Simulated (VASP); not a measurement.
An input for Ansatz (written as the equivalent of a VASP run, and not itself run):

Ansatz 0.2 input:
```yaml
crystal:
  lattice:
    - [0.0000000, 2.0345477, 2.0345477]
    - [2.0345477, 0.0000000, 2.0345477]
    - [2.0345477, 2.0345477, 0.0000000]
  atoms:
    - { symbol: Mg, position: [0.0000000, 0.0000000, 0.0000000] }
    - { symbol: O, position: [0.5000000, 0.5000000, 0.5000000] }
kpoints:
  mp_grid: { grid: [11, 11, 11] }
hamiltonian:
  xc: pbesol
  pseudopotentials: { kind: paw }
scf:
  occupations: { method: gaussian, width: 0.05 }
  max_iter: 100
relax:
  max_steps: 40
  f_tol: 0.02
  cell: { p_target: 20 }
output: { forces: true, stress: true, eigenvalues: true }
```

Problem. Translate this input to VASP (INCAR, KPOINTS, POSCAR, choice of POTCAR).

Solution. This is not unique; one that fits is 
File KPOINTS:
```
kpoints
0
gamma
  11 11 11
0 0 0
```

File POSCAR:
```
MgO
1.0
  0.0000000000   2.0345477222   2.0345477222
  2.0345477222   0.0000000000   2.0345477222
  2.0345477222   2.0345477222   0.0000000000
Mg O
1 1
Cart
  0.0000000000   0.0000000000   0.0000000000
  2.0345477222   2.0345477222   2.0345477222
```

INCAR:
```
ALGO  =  Normal
EDIFF  =  1E-6
EDIFFG  =  -0.02
ENCUT  =  620
GGA  =  PS
IBRION  =  2
ISIF  =  3
ISMEAR  =  0
LASPH  =  .True.
LCHARG  =  .False.
LREAL  =  .False.
LWAVE  =  .False.
NELM  =  100
NSW  =  40
PREC  =  Accurate
PSTRESS  =  200
SIGMA  =  0.05
SYSTEM  =  MgO
```

POTCAR, in this order: Mg O (PBE.64 set). Program: vasp_std.

What does not carry over: each code has its own PAW files, so the cut-off isn't converted (ENCUT is set for VASP's; basis.ecutwfc is left out, and Ansatz then takes the one that its files recommend); Ansatz stops its SCF on the density residual and VASP on the energy change (EDIFF).

The compound is MgO in the rock salt structure. It was relaxed first under an external pressure of 20 GPa.
